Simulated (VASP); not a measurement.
AlW3C4: band structure with RPBE+D3

AlW3C4:

```
CELL_PARAMETERS angstrom
2.83236 0.00000 0.00000
0.00000 2.94741 0.00000
0.00000 0.00000 10.13795
ATOMIC_POSITIONS crystal
W 0.00000 0.50000 0.50165
W 0.00000 0.00000 0.25135
W 0.00000 0.50000 0.00188
Al 0.00000 0.00000 0.73890
C 0.50000 0.00000 0.92552
C 0.50000 0.50000 0.66169
C 0.50000 0.00000 0.41767
C 0.50000 0.50000 0.16804
```

The cell comes from a database or a generator and needn't be the stable form of this composition.

```yaml
Program: VASP 6.6.1
Task: band structure
Functional: RPBE
Dispersion: D3
Potentials_or_basis: VASP PAW PBE potentials, release 64 (W_sv, Al, C)
Cutoff: 520 eV
k_mesh: 9 × 9 × 3
Occupations: fermi-dirac, width 0.05 eV
Spin: no spin polarisation
Further_INCAR_settings: ALGO = Fast; EDIFF = 1e-07; NBANDS = 40
```

The band gap along the path is none (metal or under the smearing width) and the dispersion energy per atom is -0.447 eV.

Levels at the corners of the path, in eV from the Fermi level:
```
point  band 26  band 27  band 28  band 29  band 30  band 31  band 32  band 33  band 34  band 35
    Γ    -2.25    -1.13    -0.94    -0.61    -0.44     0.06     2.31     2.62     2.98     3.43
    X    -2.71    -2.06    -1.14    -0.41    -0.17    -0.16     1.06     1.16     3.13     3.71
    X    -2.71    -2.06    -1.14    -0.41    -0.17    -0.16     1.06     1.16     3.13     3.71
    S    -2.66    -1.69    -1.59    -1.25    -0.49    -0.34     0.89     4.11     4.61     4.76
    S    -2.66    -1.69    -1.59    -1.25    -0.49    -0.34     0.89     4.11     4.61     4.76
    Y    -2.50    -2.24    -1.04    -0.77    -0.68     0.22     1.56     1.71     1.75     3.11
    Y    -2.50    -2.24    -1.04    -0.77    -0.68     0.22     1.56     1.71     1.75     3.11
    Γ    -2.25    -1.13    -0.94    -0.61    -0.44     0.06     2.31     2.62     2.98     3.43
    Γ    -2.25    -1.13    -0.94    -0.61    -0.44     0.06     2.31     2.62     2.98     3.43
    Z    -2.05    -1.31    -1.27    -0.97    -0.26     0.36     2.31     2.62     2.99     3.31
    Z    -2.05    -1.31    -1.27    -0.97    -0.26     0.36     2.31     2.62     2.99     3.31
    U    -2.52    -1.75    -1.14    -0.97    -0.20    -0.18     1.02     1.20     3.07     3.51
    U    -2.52    -1.75    -1.14    -0.97    -0.20    -0.18     1.02     1.20     3.07     3.51
    R    -2.69    -1.46    -1.34    -1.21    -0.92    -0.61     1.51     4.23     4.40     4.70
    R    -2.69    -1.46    -1.34    -1.21    -0.92    -0.61     1.51     4.23     4.40     4.70
    T    -2.46    -2.22    -1.06    -0.74    -0.63     0.09     1.21     1.61     1.75     3.29
    T    -2.46    -2.22    -1.06    -0.74    -0.63     0.09     1.21     1.61     1.75     3.29
    Z    -2.05    -1.31    -1.27    -0.97    -0.26     0.36     2.31     2.62     2.99     3.31
    Y    -2.50    -2.24    -1.04    -0.77    -0.68     0.22     1.56     1.71     1.75     3.11
    T    -2.46    -2.22    -1.06    -0.74    -0.63     0.09     1.21     1.61     1.75     3.29
    U    -2.52    -1.75    -1.14    -0.97    -0.20    -0.18     1.02     1.20     3.07     3.51
    X    -2.71    -2.06    -1.14    -0.41    -0.17    -0.16     1.06     1.16     3.13     3.71
    S    -2.66    -1.69    -1.59    -1.25    -0.49    -0.34     0.89     4.11     4.61     4.76
    R    -2.69    -1.46    -1.34    -1.21    -0.92    -0.61     1.51     4.23     4.40     4.70
```

Wall time 10 min on 1 thread of Intel(R) Xeon(R) Platinum 8259CL CPU @ 2.50GHz (Skylake/Cascade Lake), on a shared host, peak memory 0.44 GiB.

Caveat: the log is that of the step along the path at fixed density, whose energy, stress, charges and moments have no meaning; spin-orbit coupling is left out, which moves the levels of the heavy elements.
